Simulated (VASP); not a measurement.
# MgCl (Pm-3m) in VASP: single point with r2SCAN

Aim: the single point of MgCl with r2SCAN.

All numbers are computed with VASP 6.6.1; they aren't measurements. Logs are shortened: lines on timing, memory, paths and dates and some standing lists are left out, and cuts for length are marked.

## Step 1: The crystal as given

The structure is cubic, space group Pm-3m (No. 221). The conventional cell has a = 3.518 Å, b = 3.518 Å, c = 3.518 Å, α = 90.00°, β = 90.00°, γ = 90.00°. Mg (site symmetry m-3m) has 8 Cl at 3.05 Å as nearest neighbours. Cl (site symmetry m-3m) is surrounded by 8 Mg at 3.05 Å.

The cell was built by a generator and needn't be a form met in nature.

## Step 2: Single point, r2SCAN

The input, POSCAR:

```
MgCl
1.0
    3.5175820000      0.0000000000      0.0000000000
    0.0000000000      3.5175820000      0.0000000000
    0.0000000000      0.0000000000      3.5175820000
Mg Cl
1 1
Direct
    0.0000000000      0.0000000000      0.0000000000
    0.5000000000      0.5000000000      0.5000000000
```

The input, INCAR.step1:

```
PREC = Accurate ; ENCUT = 520
ISMEAR = -5 ; SIGMA = 0.0302
LREAL = False ; LASPH = True
NELM = 80 ; GGA = PE
ALGO = Normal ; EDIFF = 1E-4
LWAVE = True ; LCHARG = False
```

The input, INCAR.step2:

```
PREC = Accurate ; ENCUT = 520
EDIFF = 1E-6 ; ISMEAR = -1
SIGMA = 0.0302 ; LREAL = False
LASPH = True ; NELM = 80
ALGO = Normal ; ISIF = 2
LWAVE = False ; LCHARG = False
METAGGA = R2SCAN ; LMIXTAU = True
LORBIT = 11 ; ISTART = 1
```

The input, KPOINTS:

```
regular mesh
0
Gamma
  10 10 10
```

Potentials or basis: VASP PAW PBE potentials, release 64 (Mg, Cl).

Run with:

```
$ cat potpaw_PBE.64/Mg/POTCAR potpaw_PBE.64/Cl/POTCAR > POTCAR
$ cp INCAR.step1 INCAR
$ mpirun -np 1 vasp_std > vasp.out
$ cp INCAR.step2 INCAR
$ mpirun -np 1 vasp_std > vasp.out
```

OUTCAR:

```text
PREC = Accurate
   ENCUT = 520
   EDIFF = 1E-6
   ISMEAR = -1
   LREAL = False
   LASPH = True
   NELM = 80
   ISIF = 2
   METAGGA = R2SCAN
   LORBIT = 11
   ISTART = 1

 ion  position               nearest neighbor table
   1  0.000  0.000  0.000-   2 3.05   2 3.05   2 3.05   2 3.05   2 3.05   2 3.05   2 3.05   2 3.05

   2  0.500  0.500  0.500-   1 3.05   1 3.05   1 3.05   1 3.05   1 3.05   1 3.05   1 3.05   1 3.05

  LATTYP: Found a simple cubic cell.
 ALAT       =     3.5175820000

  Lattice vectors:

 A1 = (   3.5175820000,   0.0000000000,   0.0000000000)
 A2 = (   0.0000000000,   3.5175820000,   0.0000000000)
 A3 = (   0.0000000000,   0.0000000000,   3.5175820000)

Analysis of symmetry for initial positions (statically):
=====================================================================
 Subroutine PRICEL returns:
 Original cell was already a primitive cell.

 Routine SETGRP: Setting up the symmetry group for a
 simple cubic supercell.

 Subroutine GETGRP returns: Found 48 space group operations
 (whereof 48 operations were pure point group operations)
 out of a pool of 48 trial point group operations.

The static configuration has the point symmetry O_h .

Analysis of symmetry for dynamics (positions and initial velocities):
=====================================================================
 Subroutine PRICEL returns:
 Original cell was already a primitive cell.

 Routine SETGRP: Setting up the symmetry group for a
 simple cubic supercell.

 Subroutine GETGRP returns: Found 48 space group operations
 (whereof 48 operations were pure point group operations)
 out of a pool of 48 trial point group operations.

The dynamic configuration has the point symmetry O_h .

 Subroutine INISYM returns: Found 48 space group operations
 (whereof 48 operations are pure point group operations),
 and found     1 'primitive' translations

----------------------------------------------------------------------------------------

                                     Primitive cell

  volume of cell :      43.5244

  direct lattice vectors                    reciprocal lattice vectors
     3.517582000  0.000000000  0.000000000     0.284286194  0.000000000  0.000000000
     0.000000000  3.517582000  0.000000000     0.000000000  0.284286194  0.000000000
     0.000000000  0.000000000  3.517582000     0.000000000  0.000000000  0.284286194

  length of vectors
     3.517582000  3.517582000  3.517582000     0.284286194  0.284286194  0.284286194

  position of ions in fractional coordinates (direct lattice)
     0.000000000  0.000000000  0.000000000
     0.500000000  0.500000000  0.500000000

  ion indices of the primitive-cell ions
   primitive index   ion index
                 1           1
                 2           2

----------------------------------------------------------------------------------------

 KPOINTS: regular mesh

Automatic generation of k-mesh.
 Grid dimensions read from file:
 generate k-points for:   10   10   10

 Generating k-lattice:

  Cartesian coordinates                     Fractional coordinates (reciprocal lattice)
     0.028428619  0.000000000  0.000000000     0.100000000  0.000000000  0.000000000
     0.000000000  0.028428619  0.000000000     0.000000000  0.100000000  0.000000000
     0.000000000  0.000000000  0.028428619     0.000000000  0.000000000  0.100000000

  Length of vectors
     0.028428619  0.028428619  0.028428619

  Shift w.r.t. Gamma in fractional coordinates (k-lattice)
     0.000000000  0.000000000  0.000000000

 Subroutine IBZKPT returns following result:
 ===========================================

 Found     56 irreducible k-points:

 Following reciprocal coordinates:
            Coordinates               Weight
  0.000000  0.000000  0.000000      1.000000
  0.100000  0.000000  0.000000      6.000000
  0.200000  0.000000  0.000000      6.000000
  0.300000  0.000000  0.000000      6.000000
  0.400000  0.000000  0.000000      6.000000
  0.500000  0.000000  0.000000      3.000000
[... 16 lines left out ...]
  0.200000  0.100000  0.100000     24.000000
  0.300000  0.100000  0.100000     24.000000
 [... further k-points ...]
   k-points           NKPTS =     56   k-points in BZ     NKDIM =     56   number of bands    NBANDS=      8
   number of dos      NEDOS =    301   number of ions     NIONS =      2
   total plane-waves  NPLWV =  21952
   dimension x,y,z NGX =    28 NGY =   28 NGZ =   28
   dimension x,y,z NGXF=    56 NGYF=   56 NGZF=   56
   ions per type =               1   1
   NGX,Y,Z   is equivalent  to a cutoff of  13.23, 13.23, 13.23 a.u.
   NGXF,Y,Z  is equivalent  to a cutoff of  26.47, 26.47, 26.47 a.u.
 SYSTEM =  unknown system
   PREC   = accura    normal or accurate (medium, high low for compatibility)
   ISTART =      1    job   : 0-new  1-cont  2-samecut
   ICHARG =      0    charge: 1-file 2-atom 10-const
   ISPIN  =      1    spin polarized calculation?
   LNONCOLLINEAR =      F non collinear calculations
   LSORBIT =      F    spin-orbit coupling
   LASPH  =      T    aspherical Exc in radial PAW
   ENCUT  =  520.0 eV  38.22 Ry    6.18 a.u.   6.54  6.54  6.54*2*pi/ulx,y,z
   NELM   =     80;   NELMIN=  2; NELMDL=  0     # of ELM steps
   EDIFF  = 0.1E-05   stopping-criterion for ELM
   LREAL  =      F    real-space projection
   EDIFFG = 0.1E-04   stopping-criterion for IOM
   NSW    =      0    number of steps for IOM
   IBRION =     -1    ionic relax: 0-MD 1-quasi-New 2-CG
   NFREE  =      0    steps in history (QN), initial steepest desc. (CG)
   ISIF   =      2    stress and relaxation
   ISYM   =      2    0-nonsym 1-usesym 2-fastsym
   POTIM  = 0.5000    time-step for ionic-motion
   TEBEG  =    0.0;   TEEND  =   0.0 temperature during run
   PSTRESS=    0.0 pullay stress
   NELECT =       9.0000    total number of electrons
   NUPDOWN=      -1.0000    fix difference up-down
   EMIN   =  10.00;   EMAX   =-10.00  energy-range for DOS
   EFERMI =   0.00;   METHOD = LEGACY
   ISMEAR =    -1;   SIGMA  =   0.03  broadening in eV -4-tet -1-fermi 0-gaus
   EFERMI_NEDOS =   21; number of points for ismear=-14 and -15
   IALGO  =     38    algorithm
   IMIX   =      4    mixing-type and parameters
     AMIX     =   0.40;   BMIX     =  1.00
     AMIX_MAG =   1.60;   BMIX_MAG =  1.00
  volume/ion in A,a.u.               =      21.76       146.86
  Fermi-wavevector in a.u.,A,eV,Ry     =   0.968080  1.829407 12.751104  0.937180
  Thomas-Fermi vector in A             =   2.098020
   LORBIT       =     11    0 simple, 1 ext, 2 COOP (PROOUT), +10 PAW based schemes
   METAGGA = R2SCAN    functional components
   LHFCALC =     F    Hartree Fock is set to
   AEXX    =    0.0000 exact exchange contribution
   IVDW    =     0    specifies the selected vdW correction
   LEPSILON=     F    determine dielectric tensor
   LRPA    =     F    only Hartree local field effects (RPA)
 non-spin polarized calculation
  energy-cutoff  :      520.00
  volume of cell :       43.52
 maximum number of plane-waves:      1208
 NGX is ok and might be reduce to    28

 number of electron       9.0000000 magnetization

 Free energy of the ion-electron system (eV)
  ---------------------------------------------------
  ext. energy  EPLUGINS =         0.00000000
  ---------------------------------------------------
  free energy    TOTEN  =       -11.37914564 eV

  energy without entropy =      -11.37401315  energy(sigma->0) =      -11.37657940

 E-fermi :   4.9771     XC(G=0):  -9.3033

 val. band max:        4.9608572513   @ k =   0.5000   0.3000   0.2000
 cond. band min:       4.9939796930   @ k =   0.4000   0.4000   0.3000
 fundamental gap:      0.0331224417
 Fermi energy:         4.9770794441

 k-point     1 :       0.0000    0.0000    0.0000
  band No.  band energies     occupation
      1     -13.7483      2.00000
      2      -0.3725      2.00000
      3      -0.3725      2.00000
      4      -0.3725      2.00000
      5       2.1446      2.00000
      6       8.6986      0.00000
      7       8.6986      0.00000
      8      13.7394      0.00000

 k-point     2 :       0.1000    0.0000    0.0000
  band No.  band energies     occupation
      1     -13.7149      2.00000
      2      -0.8373      2.00000
      3      -0.3433      2.00000
      4      -0.3433      2.00000
      5       2.5599      2.00000
      6       8.8203      0.00000
      7       8.8218      0.00000
      8      13.3164      0.00000

 k-point     3 :       0.2000    0.0000    0.0000
  band No.  band energies     occupation
      1     -13.6249      2.00000
      2      -1.7134      2.00000
      3      -0.2648      2.00000
      4      -0.2648      2.00000
      5       3.3580      2.00000
      6       8.8534      0.00000
      7       9.1846      0.00000
      8      12.4671      0.00000
[... 210 lines left out ...]
 k-point    23 :       0.2000    0.1000    0.1000
  band No.  band energies     occupation
      1     -13.5617      2.00000
      2      -1.6566      2.00000
      3      -0.6524      2.00000
      4      -0.4946      2.00000
      5       3.9380      2.00000
      6       8.9826      0.00000
      7       9.2148      0.00000
      8      11.5546      0.00000

 k-point    24 :       0.3000    0.1000    0.1000
  band No.  band energies     occupation
      1     -13.4484      2.00000
      2      -2.4120      2.00000
      3      -0.5342      2.00000
      4      -0.3770      2.00000
      5       4.6895      1.99985
      6       8.2637      0.00000
      7       9.3957      0.00000
      8      11.5714      0.00000

 [... further k-points ...]

------------------------ aborting loop because EDIFF is reached ----------------------------------------

  FORCE on cell =-STRESS in cart. coord.  units (eV):
  Direction    XX          YY          ZZ          XY          YZ          ZX
  --------------------------------------------------------------------------------------
  -------------------------------------------------------------------------------------
  Total       -0.0878202     -0.0878202     -0.0878202      0.0000000      0.0000000     -0.0000000
  in kB       -3.2327532     -3.2327532     -3.2327532      0.0000000      0.0000000     -0.0000000
  external PRESSURE =      -3.2327532 kB  Pullay stress =       0.0000000 kB

 VOLUME and BASIS-vectors are now :
 -----------------------------------------------------------------------------
  energy-cutoff  :      520.00
  volume of cell :       43.52
      direct lattice vectors                 reciprocal lattice vectors
     3.517582000  0.000000000  0.000000000     0.284286194  0.000000000  0.000000000
     0.000000000  3.517582000  0.000000000     0.000000000  0.284286194  0.000000000
     0.000000000  0.000000000  3.517582000     0.000000000  0.000000000  0.284286194

 POSITION                                       TOTAL-FORCE (eV/Angst)
 -----------------------------------------------------------------------------------
      0.00000      0.00000      0.00000         0.000000      0.000000      0.000000
      1.75879      1.75879      1.75879         0.000000      0.000000      0.000000
 -----------------------------------------------------------------------------------
    total drift:                               -0.000000      0.000000      0.000000

  FREE ENERGIE OF THE ION-ELECTRON SYSTEM (eV)
  ---------------------------------------------------
  free  energy   TOTEN  =       -11.3791456415 eV

  energy  without entropy=      -11.3740131514  energy(sigma->0) =      -11.37657940

 total charge

# of ion       s       p       d       tot
------------------------------------------
    1        0.229   0.047   0.011   0.287
    2        1.626   3.489   0.000   5.116
--------------------------------------------------
tot          1.855   3.537   0.011   5.403
```

Run time: 2 min. Hardware: 1 thread of AMD EPYC, shared host; peak memory 0.14 GiB.

What came out:

* Free energy: -11.3791 eV
* Pressure: -0.3 GPa
* Band gap on the k mesh: none (metal or under the smearing width)
* Valence electrons inside the program's atomic spheres: Mg 0.29; Cl 5.12

Levels at points of the mesh, in eV from the Fermi level:
```csv
k point,band 1,band 2,band 3,band 4,band 5,band 6,band 7,band 8
"(0.00, 0.00, 0.00)",-18.73,-5.35,-5.35,-5.35,-2.83,3.72,3.72,8.76
"(0.50, 0.00, 0.00)",-18.35,-8.26,-5.02,-5.02,0.84,1.72,5.92,5.92
"(0.50, 0.50, 0.00)",-18.03,-7.31,-7.31,-4.73,-1.34,4.57,4.57,5.36
"(0.50, 0.50, 0.50)",-17.75,-6.66,-6.66,-6.66,0.76,0.76,0.76,3.14
```

Caveat: the PAW data sets were made with another functional, which shifts forces and pressure a little; an odd number of electrons without spin polarisation forces a metal; a magnetic or distorted state may lie lower.
